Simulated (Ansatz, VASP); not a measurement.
# Cross-check of Cu3OF (antiperovskite type (invented)) between VASP and Ansatz, part 2 of 2

Wanted: the spread between two codes on one cell, functional and k mesh. The cell is generated by rule, not measured, and may not be a known phase. Of the first pair: The cell is taken from a series of runs on this material, whose earlier steps may have relaxed, scaled, displaced or heated it; both programs get it as it stands.

VASP 6.6.1 and Ansatz 0.2.0.

So far: Starting point; VASP: relaxation of cell and atoms, LDA, pair 1.

## (3) Ansatz: relaxation of cell and atoms, LDA, pair 1

Level of this step: Ansatz beside VASP: Kohn-Sham DFT, plane waves, LDA (Ansatz).

Ansatz runs on its default PAW (the set named soft_2) files.

The same cell, functional (in two slightly different forms), mesh and smearing now go to Ansatz, which takes its cutoff from its data sets.

The input, input.yaml:

```yaml
crystal:
  lattice:
    - [3.7901768935, 0.0, 0.0]
    - [0.0, 3.7901768935, 0.0]
    - [0.0, 0.0, 3.7901768935]
  atoms:
    - { symbol: F, position: [0.0, 0.0, 0.0] }
    - { symbol: O, position: [0.5, 0.5, 0.5] }
    - { symbol: Cu, position: [0.5, 0.5, 0.0] }
    - { symbol: Cu, position: [0.5, 0.0, 0.5] }
    - { symbol: Cu, position: [0.0, 0.5, 0.5] }
kpoints:
  mp_grid: { grid: [10, 10, 10] }
hamiltonian:
  xc: lda
scf:
  occupations: { method: gaussian, width: 0.01 }
output:
  forces: true
  stress: true
  eigenvalues: true
relax:
  adjacent_minimum: "off"
  f_tol: 0.005
  max_steps: 80
  cell: { stress_tol: 0.05 }
```

Command:

```
$ ansatz run input.yaml --threads 4 --pin off --max-ram 9216MiB --backend cpu --events-out ev --progress --plain --runs-dir out
```

Numbers of over 12 decimals in the logs are rounded to 6 here.

The log of the run:

```text
Engine: ansatz 0.2.0, x86_64-unknown-linux-gnu
Pseudopotentials: kind: paw
Pseudopotential: F, paw, valence charge 7, recommended cutoff 420 eV (normal), F.paw.azcp
Pseudopotential: O, paw, valence charge 6, recommended cutoff 420 eV (normal), O.paw.azcp
Pseudopotential: Cu, paw, valence charge 19, recommended cutoff 420 eV (normal), Cu.paw.azcp
Functional definition: SPW92
  exchange = slater_x
  correlation = pw_c
Crystal: 5 atoms, lattice volume = 54.448 Å³
Basis set: ecut = 420 eV, 1045 PW (Γ)
Bands: 42, of which v1, the nominal top of the filled ones, is band 35 counted from 1 (34 counted from 0)
Symmetry: 48 space group operations
Space group: Pm-3m (ITA 221), of the structure as read, at distance tolerance 3.8e-5 Å
k-points: 56 of 1000
Non-local potential: F, projectors of the file, l = 0: 2, l = 1: 2, l = 2: 1
Non-local potential: O, projectors of the file, l = 0: 2, l = 1: 2, l = 2: 1
Non-local potential: Cu, projectors of the file, l = 0: 3, l = 1: 2, l = 2: 3, l = 3: 1
PAW form: soft (Blöchl's): semilocal exchange-correlation on the pseudo side does not see the compensation charge
PAW frozen core: F, regenerated for the run's functional, and the local potential with it (the file was generated under x = pbe(κ = 0.804, μ = 0.219515), c = pbe(β = 0.066725))
PAW frozen core: O, regenerated for the run's functional, and the local potential with it (the file was generated under x = pbe(κ = 0.804, μ = 0.219515), c = pbe(β = 0.066725))
PAW frozen core: Cu, regenerated for the run's functional, and the local potential with it (the file was generated under x = pbe(κ = 0.804, μ = 0.219515), c = pbe(β = 0.066725))
PAW one-centre angular grid: F, 110 points (default); XC on 64 Gauss nodes
PAW one-centre angular grid: O, 110 points (default); XC on 64 Gauss nodes
PAW one-centre angular grid: Cu, 590 points (default); XC on 64 Gauss nodes
Initial density: superposition of atomic densities (neutral atoms: chi_scale 0, normalization atom), corrected by the library's trained network
Initial wavefunctions: pseudopotential atomic-orbital guess
Functional: x = slater, c = lda
SCF iter   1: F=—  HF=-21012.814993 eV  |F-HF|=—  |Δ(HF+E_count)|=         —  Δρ=2.40e-2  dr2=2.06e-1  ethr=1.77e-3  ⟨swp⟩=5.7  Hψ=8099  notcnv=0
preconditioner: auto → Resta (q_TF=auto, 2.845 Å⁻¹)  ε∞=10.9  [insulator: Δε(μ)=0.168 eV  Ē_g=10.826 eV  σ=0.010 eV  W_gap=1.00  n_scr=18 (ndim 8)  ℏωp=34.1 eV  f_vac=0.002  D(μ)=0.00/eV (n_scr^D=0)  ε∞_Penn≈10.9]
SCF iter   2: F=—  HF=-21012.768624 eV  |F-HF|=—  |Δ(HF+E_count)|=   4.64e-2  Δρ=7.46e-3  dr2=3.26e-2  ethr=2.94e-4  ⟨swp⟩=2.0  Hψ=3906  notcnv=0  defer=85
SCF iter   3: F=—  HF=-21012.761585 eV  |F-HF|=—  |Δ(HF+E_count)|=   7.04e-3  Δρ=3.60e-3  dr2=7.73e-3  ethr=4.66e-5  ⟨swp⟩=2.0  Hψ=3715  notcnv=0  defer=85
SCF iter   4: F=—  HF=-21012.759717 eV  |F-HF|=—  |Δ(HF+E_count)|=   1.87e-3  Δρ=1.02e-3  dr2=7.70e-4  ethr=1.10e-5  ⟨swp⟩=2.0  Hψ=3682  notcnv=0  defer=85
SCF iter   5: F=—  HF=-21012.759469 eV  |F-HF|=—  |Δ(HF+E_count)|=   2.48e-4  Δρ=2.55e-4  dr2=5.55e-5  ethr=1.10e-6  ⟨swp⟩=2.1  Hψ=3639  notcnv=0  defer=85
SCF iter   6: F=—  HF=-21012.759445 eV  |F-HF|=—  |Δ(HF+E_count)|=   2.39e-5  Δρ=5.58e-5  dr2=2.13e-6  ethr=7.93e-8  ⟨swp⟩=1.4  Hψ=2397  notcnv=0  defer=85
SCF iter   7: F=—  HF=-21012.759445 eV  |F-HF|=—  |Δ(HF+E_count)|=   5.09e-8  Δρ=3.76e-5  dr2=1.13e-6  ethr=3.05e-9  ⟨swp⟩=2.1  Hψ=3449  notcnv=0  defer=85
SCF iter   8: F=—  HF=-21012.759445 eV  |F-HF|=—  |Δ(HF+E_count)|=   2.77e-7  Δρ=6.74e-6  dr2=2.91e-8  ethr=1.43e-10  ⟨swp⟩=7.2  Hψ=9930  notcnv=0
SCF iter   9: F=-21012.759445 eV  HF=-21012.759445 eV  |F-HF|=1.49e-9  |Δ(HF+E_count)|=   2.71e-9  Δρ=2.45e-6  dr2=3.49e-9  ethr=4.16e-11  ⟨swp⟩=4.0  Hψ=7092  notcnv=0
SCF 1 converged in 9 iterations: F = -21012.759445 eV  dr2 = 3.49e-9
  greatest PAW one-centre occupation: 1.000 electrons in one spin orbital (limit 2), on the Cu atom at site 4 (counted from 0), in its partial waves of l = 1
relax step   1: F+E_penalty+E_count = -21012.75944499 eV  Δ(F+E_penalty+E_count) = +0.000e0 eV  max|allowed force component| = 4.754e-29 eV/Å  Δτ_max = 0.0000 Å  P = -0.038 GPa  Ω = 54.448 Å³  (9 SCF iters, dr2 threshold 1.00e-7 eV, accepted)
Initial density: handed on by an earlier stage of this run
Initial wavefunctions: pseudopotential atomic-orbital guess (no wavefunctions were taken with the density)
iter 1 solved again at ethr=4.31e-8 eV; its pass at ethr=3.10e-3 eV (dr2=3.02e-5 eV) is discarded
[...]
eigensolver tolerance schedule: the retry pair's looser diagonalisation over-reported the residual by 8430.21 of it (diagonalisation noise at 0.13 of the residual, at the tolerance the schedule requests for it); recorded, not acted on — ethr = c·dr2/N_el stays at c = 1.0e-1
preconditioner: auto → Resta (q_TF=auto, 2.845 Å⁻¹)  ε∞=10.8  [insulator: Δε(μ)=0.161 eV  Ē_g=10.925 eV  σ=0.010 eV  W_gap=1.00  n_scr=18 (ndim 8)  ℏωp=34.1 eV  f_vac=0.000  D(μ)=0.00/eV (n_scr^D=0)  ε∞_Penn≈10.8]
[...]
SCF iter   3: F=—  HF=-21012.759445 eV  |F-HF|=—  |Δ(HF+E_count)|=  2.47e-10  Δρ=4.17e-7  dr2=9.81e-11  ethr=2.42e-12  ⟨swp⟩=1.5  Hψ=2382  notcnv=0
iter 4 did not close the SCF: its close was put off for the readings that it lacked (scf_convergence_deferred on its scf_iter line)
SCF iter   4: F=-21012.759445 eV  HF=-21012.759445 eV  |F-HF|=1.46e-11  |Δ(HF+E_count)|=  1.09e-11  Δρ=1.52e-7  dr2=1.83e-11  ethr=1.00e-12  ⟨swp⟩=1.0  Hψ=2352  notcnv=0
iter 5 did not close the SCF: its close was put off for the readings that it lacked (scf_convergence_deferred on its scf_iter line)
SCF iter   5: F=-21012.759445 eV  HF=-21012.759445 eV  |F-HF|=2.55e-11  |Δ(HF+E_count)|=    0.00e0  Δρ=1.87e-7  dr2=1.36e-11  ethr=1.00e-12  ⟨swp⟩=1.0  Hψ=2352  notcnv=0
iter 6 did not close the SCF: its close was put off for the readings that it lacked (scf_convergence_deferred on its scf_iter line)
SCF iter   6: F=-21012.759445 eV  HF=-21012.759445 eV  |F-HF|=1.09e-11  |Δ(HF+E_count)|=  3.64e-12  Δρ=2.54e-8  dr2=3.68e-13  ethr=1.00e-12  ⟨swp⟩=1.0  Hψ=2352  notcnv=0
iter 7 did not close the SCF: its close was put off for the readings that it lacked (scf_convergence_deferred on its scf_iter line)
SCF iter   7: F=-21012.759445 eV  HF=-21012.759445 eV  |F-HF|=3.64e-12  |Δ(HF+E_count)|=  3.64e-12  Δρ=1.12e-8  dr2=1.10e-13  ethr=1.00e-12  ⟨swp⟩=1.0  Hψ=2352  notcnv=0
SCF iter   8: F=-21012.759445 eV  HF=-21012.759445 eV  |F-HF|=0.00e0  |Δ(HF+E_count)|=    0.00e0  Δρ=4.50e-9  dr2=9.08e-15  ethr=1.00e-12  ⟨swp⟩=1.8  Hψ=5265  notcnv=0
SCF 2 converged in 8 iterations: F = -21012.759445 eV  dr2 = 9.08e-15
relax step   2: F+E_penalty+E_count = -21012.75944499 eV  Δ(F+E_penalty+E_count) = -1.019e-9 eV  max|allowed force component| = 4.546e-29 eV/Å  Δτ_max = 0.0000 Å  P = -0.038 GPa  Ω = 54.448 Å³  stress off target by 3.76e-2 GPa  SCF on the basis re-selected at this cell (its energy is not comparable with the rows above)  (8 SCF iters)
basis re-selected at this cell: Δ(F+E_penalty+E_count) = -1.019e-9 eV, ΔP = -0.000 GPa vs the last step (what re-selecting the basis moved, of the pressure what is left beyond the Pulay correction that the steps carried, after the strain that the cell walked since its last selection, with what the two solves' SCF thresholds leave and, on support functions, any second-order correction that the steps lacked; it is no m [...]
SCF converged after 8 iterations
Free energy (F): -21012.759445 eV
Harris-Foulkes:  -21012.759445 eV  (|F-HF|=0.00e0)
Internal energy: -21012.759445 eV  (E = F + TS)
E sigma→0 (E₀):  -21012.759445 eV
Fermi energy:    12.235248 eV
--- Per-component energies (eV) ---
  E_band       = -1276.284730
  E_kinetic    = 1281.097528
  E_local      = -14659.121337  (includes V_loc(G=0)·N_el)
  E_nonlocal   = 1345.616370
  E_hartree    = 6400.715239
  E_xc         = -411.969005
  E_vxc        = -533.259751  (∫ρ·V_xc dr)
  E_paw        = -5143.006624  (= ΣΔE_a)
  E_vpaw       = -1512.052963  (= ΣTr[D̂ρ^β])
  E_aug_tail   = 0.004946  (compensation charges beyond the density's cutoff)
  E_ewald      = -9827.655715
  E_core_change = 1.559153  (= ΣΔE_core)
  E_smearing   = -0.000000  (= −TS)
  E_closure    = -0.000000  (closes the sum)
  Σ components = -21012.759445   (vs F -21012.759445, Δ=0.00e0)
--- Forces (eV/Å), atoms counted from 1 ---
  atom   1  F     -0.00000000     0.00000000     0.00000000
  atom   2  O      0.00000000    -0.00000000    -0.00000000
  atom   3  Cu     0.00000000    -0.00000000     0.00000000
  atom   4  Cu     0.00000000    -0.00000000     0.00000000
  atom   5  Cu     0.00000000     0.00000000    -0.00000000
  max |Σ_I F_I| component: 1.83e-28 eV/Å
--- Stress (GPa, compression-positive) ---
       -0.037641       0.000000       0.000000
        0.000000      -0.037641       0.000000
        0.000000       0.000000      -0.037641
  P = ⅓ Tr σ = -0.0376 GPa (-0.376 kbar)
--- Band table (eV; the first three rows and the last of 56) ---
  k-point 0: bands = [... 31 lower, 10.9304, 10.9304, 10.9304, 10.9698, 12.3156, 17.6533, 17.6533, 19.8456, ... 3 higher]
  k-point 1: bands = [... 31 lower, 10.9130, 10.9130, 10.9305, 10.9427, 12.4291, 17.3339, 17.7114, 19.8679, ... 3 higher]
  k-point 2: bands = [... 31 lower, 10.8621, 10.8621, 10.8632, 10.9306, 12.7643, 16.7091, 17.8918, 19.9420, ... 3 higher]
  k-point 55: bands = [... 31 lower, 10.8833, 12.1542, 12.1542, 12.1542, 15.7717, 15.7717, 15.7717, 18.4835, ... 3 higher]
--- Relaxed structure (1 steps of the walk, 1 accepted, 1 SCFs on fresh bases) ---
  F+E_penalty+E_count = -21012.75944499 eV   max|allowed force component| = 4.546e-29 eV/Å   (the final SCF, on the basis selected at the relaxed cell)
  cell:  # Å, volume = 54.4476 Å³
    - [3.7901768935, 0.0, 0.0]
    - [0.0, 3.7901768935, 0.0]
    - [0.0, 0.0, 3.7901768935]
  atoms:
    - { symbol: F, position: [0.0, 0.0, 0.0] }
    - { symbol: O, position: [0.5, 0.5, 0.5] }
    - { symbol: Cu, position: [0.5, 0.5, 0.0] }
    - { symbol: Cu, position: [0.5, 0.0, 0.5] }
    - { symbol: Cu, position: [0.0, 0.5, 0.5] }
```

Reading the cycles: dr2 is the Hartree energy of the density residual (eV), the measure of convergence; HF is the Harris–Foulkes estimate of the energy, which meets the free energy F at convergence.

## (4) Side by side

Known differences besides the potentials themselves: the two LDA forms differ slightly; the data sets hold 70 valence electrons in Ansatz (on its default PAW (the set named soft_2) files) and 46 in VASP; the cutoff is 420 eV in Ansatz and 600 eV in VASP; VASP's log shows a relativistic correction to its local exchange, Ansatz's none; Ansatz adds a Pulay correction to the stress that steers its cell, VASP none. Total energies have different zeros and are not compared.

The two programs side by side:

| quantity | Ansatz | VASP | difference |
| --- | --- | --- | --- |
| volume (Å³) | 54.45 | 54.67 | -0.41 % |
| edge a after relaxation, in the typed setting (Å) | 3.790 | 3.795 | -0.14 % |

## (5) VASP: relaxation of cell and atoms, LDA, pair 2

The relaxed volume is the usual yardstick between codes: in a stiff, nearly cubic crystal its relative difference is about their pressure difference at one cell divided by the bulk modulus. Its start cell is another than that of the pair before, and may be another structure of the material.

The input, INCAR:

```
SYSTEM = Cu3OF
PREC = Accurate
ENCUT = 600
EDIFF = 1E-07
NELM = 120
ISMEAR = 0
SIGMA = 0.1
LREAL = .FALSE.
ALGO = Normal
GGA = CA
NBANDS = 29
LASPH = .TRUE.
LORBIT = 11
LWAVE = .FALSE.
LCHARG = .FALSE.
ISIF = 3
IBRION = 2
NSW = 80
EDIFFG = -0.005
GGA_COMPAT = .FALSE.
NELMIN = 4
EFERMI = MIDGAP
KPAR = 2
```

The input, POSCAR:

```
Cu3OF
1.0
    3.7966068469      0.0000000000      0.0000000000
    0.0000000000      3.7966068469      0.0000000000
    0.0000000000      0.0000000000      3.7966068469
F O Cu
1 1 3
Direct
    0.0000000000      0.0000000000      0.0000000000
    0.5000000000      0.5000000000      0.5000000000
    0.5000000000      0.5000000000      0.0000000000
    0.5000000000      0.0000000000      0.5000000000
    0.0000000000      0.5000000000      0.5000000000
```

The input, KPOINTS:

```
Automatic mesh
0
Gamma
6 6 6
0 0 0
```

The projector-augmented-wave data sets are F, O and Cu (LDA family, release 64).

Command:

```
$ mpirun -np 2 vasp_std
```

The log of the run:

```text
[... set-up lines as in an earlier step ...]
 entering main loop
       N       E                     dE             d eps       ncg     rms          rms(c)
DAV:   1     0.441938323733E+03    0.44194E+03   -0.23272E+04  1240   0.290E+03
DAV:   2     0.423007769722E+02   -0.39964E+03   -0.37851E+03  1165   0.485E+02
DAV:   3    -0.247244160898E+02   -0.67025E+02   -0.62965E+02  1517   0.221E+02
DAV:   4    -0.281539570118E+02   -0.34295E+01   -0.33828E+01  1661   0.567E+01
[...]
DAV:  15    -0.242296318247E+02    0.16067E-05   -0.58340E-06  1527   0.324E-02    0.487E-03
DAV:  16    -0.242296316584E+02    0.16630E-06   -0.18018E-06  1506   0.106E-02    0.700E-04
DAV:  17    -0.242296316570E+02    0.14270E-08   -0.51093E-08   657   0.292E-03
   1 F= -.24229632E+02 E0= -.24229393E+02  d E =-.242296E+02
[...]
N       E                     dE             d eps       ncg     rms          rms(c)
DAV:   1    -0.242305345526E+02   -0.90289E-03   -0.15133E-02  1399   0.215E+00    0.240E-01
DAV:   2    -0.242299040694E+02    0.63048E-03   -0.72907E-03  1427   0.172E+00    0.912E-02
DAV:   3    -0.242296817048E+02    0.22236E-03   -0.14025E-03  1425   0.907E-01    0.451E-02
DAV:   4    -0.242296567880E+02    0.24917E-04   -0.44473E-05  1699   0.136E-01    0.227E-02
DAV:   5    -0.242296478362E+02    0.89518E-05   -0.11842E-05  1853   0.585E-02    0.906E-03
DAV:   6    -0.242296462705E+02    0.15657E-05   -0.17356E-06  1714   0.130E-02    0.212E-03
DAV:   7    -0.242296461950E+02    0.75480E-07   -0.87354E-08   821   0.683E-03
   2 F= -.24229646E+02 E0= -.24229413E+02  d E =-.145380E-04
 trial-energy change:   -0.000015  1 .order   -0.000018   -0.000039    0.000002
 step:   0.9041(harm=  0.9532)  dis= 0.00000  next Energy=   -24.229646 (dE=-0.146E-04)
 reached required accuracy - stopping structural energy minimisation
```

OUTCAR, selected parts (step 5):

```text
  Total        0.0017932      0.0017932      0.0017932     -0.0000000     -0.0000000     -0.0000000
  in kB        0.0525540      0.0525540      0.0525540     -0.0000000     -0.0000000     -0.0000000
  external PRESSURE =       0.0525540 kB  Pullay stress =       0.0000000 kB

 POSITION                                       TOTAL-FORCE (eV/Angst)
 -----------------------------------------------------------------------------------
      0.00000      0.00000      0.00000         0.000000      0.000000      0.000000
      1.89763      1.89763      1.89763        -0.000000      0.000000      0.000000
      1.89763      1.89763     -0.00000         0.000000     -0.000000      0.000000
      1.89763      0.00000      1.89763         0.000000     -0.000000      0.000000
     -0.00000      1.89763      1.89763        -0.000000     -0.000000      0.000000
 -----------------------------------------------------------------------------------
    total drift:                                0.000000      0.000000     -0.000000

  FREE ENERGIE OF THE ION-ELECTRON SYSTEM (eV)
  ---------------------------------------------------
  free  energy   TOTEN  =       -24.2296461950 eV

  energy  without entropy=      -24.2291805212  energy(sigma->0) =      -24.22941336

[... 1 part as in an earlier step ...]

[... 3 further parts left out ...]
[key lines of the parts left out:]
E-fermi :   5.4977
```

The gap is under twice the smearing width, so the edge states are partly filled and the run can't tell a small gap from a semimetal.

## (6) Ansatz: relaxation of cell and atoms, LDA, pair 2

Its own start cell and the same functional (in two slightly different forms), mesh and smearing now go to Ansatz, which takes its cutoff from its data sets.

The two relaxations start from unlike cells of this crystal (the structure described is Ansatz's start), so only their ends are compared.

The input, input.yaml:

```yaml
crystal:
  lattice:
    - [4.34, 0.0, 0.0]
    - [0.0, 4.34, 0.0]
    - [0.0, 0.0, 4.34]
  atoms:
    - { symbol: F, position: [0.0, 0.0, 0.0] }
    - { symbol: O, position: [0.5, 0.5, 0.5] }
    - { symbol: Cu, position: [0.5, 0.5, 0.0] }
    - { symbol: Cu, position: [0.5, 0.0, 0.5] }
    - { symbol: Cu, position: [0.0, 0.5, 0.5] }
kpoints:
  mp_grid: { grid: [6, 6, 6] }
hamiltonian:
  xc: lda
scf:
  occupations: { method: gaussian, width: 0.1 }
output:
  forces: true
  stress: true
  eigenvalues: true
relax:
  adjacent_minimum: "off"
  f_tol: 0.05
  max_steps: 80
  cell: { stress_tol: 0.5 }
```

Command:

```
$ ansatz run input.yaml --threads 4 --pin off --max-ram 9216MiB --backend cpu --events-out ev --progress --plain --runs-dir out
```

The log of the run:

```text
[...]
Crystal: 5 atoms, lattice volume = 81.747 Å³
Basis set: ecut = 420 eV, 1575 PW (Γ)
Bands: 42, of which v1, the nominal top of the filled ones, is band 35 counted from 1 (34 counted from 0)
Symmetry: 48 space group operations
[...]
k-points: 20 of 216
[...]
--- Relaxed structure (6 steps of the walk, 6 accepted, 2 SCFs on fresh bases) ---
[...]
cell:  # Å, volume = 54.4476 Å³
    - [3.790177, 0, 0]
    - [0, 3.790177, 0]
    - [0, 0.0, 3.790177]
  atoms:
    - { symbol: F, position: [0, 0, 0] }
    - { symbol: O, position: [0.500000, 0.500000, 0.500000] }
    - { symbol: Cu, position: [0.500000, 0.500000, 0] }
    - { symbol: Cu, position: [0.500000, 0, 0.500000] }
    - { symbol: Cu, position: [0, 0.500000, 0.500000] }
[key lines of the parts left out:]
SCF converged after 6 iterations
Free energy (F): -21012.758711 eV
Fermi energy:    12.260328 eV
P = ⅓ Tr σ = -0.0086 GPa (-0.086 kbar)
```

## (7) Side by side

What differs besides the data sets and the points named for the pairs above, as far as they apply: the data sets hold 70 valence electrons in Ansatz (on its default PAW (the set named soft_2) files) and 46 in VASP. Total energies have different zeros and are not compared.

The two programs side by side:

```
                                         quantity  Ansatz   VASP  difference
                                      volume (Å³)   54.45  54.67     -0.40 %
edge a after relaxation, in the typed setting (Å)   3.790  3.795     -0.13 %
```

## (8) What came out

| Quantity | Value |
| --- | --- |
| difference in volume (relaxation of cell and atoms, LDA, pair 1) | -0.41 % |
| difference in volume (relaxation of cell and atoms, LDA, pair 2) | -0.40 % |

In words: The difference in volume is -0.41 % (relaxation of cell and atoms, LDA, pair 1), within the 1.2 % picked in this series as the mark of a large difference, as far as the stopping tolerances let one tell. The data sets hold unlike numbers of valence electrons (70 in Ansatz and 46 in VASP), so part of the differences comes from the potentials. Such differences can come from data sets, numerical settings and the points named under the comparisons, not from the functional's error against experiment.

[Lines on the potential files, build, host, timing and source positions are cut from VASP's logs without a mark.]

[Logs are printed without paths, hosts, clocks, repeated set-up lines and the standing remarks that a program may print on its own settings, such as how far it seeks lower states.]

[Hosts, paths, dates, database ids (printed as entryN), source tags and the programs' standing remarks are cut or masked in the printed files.]
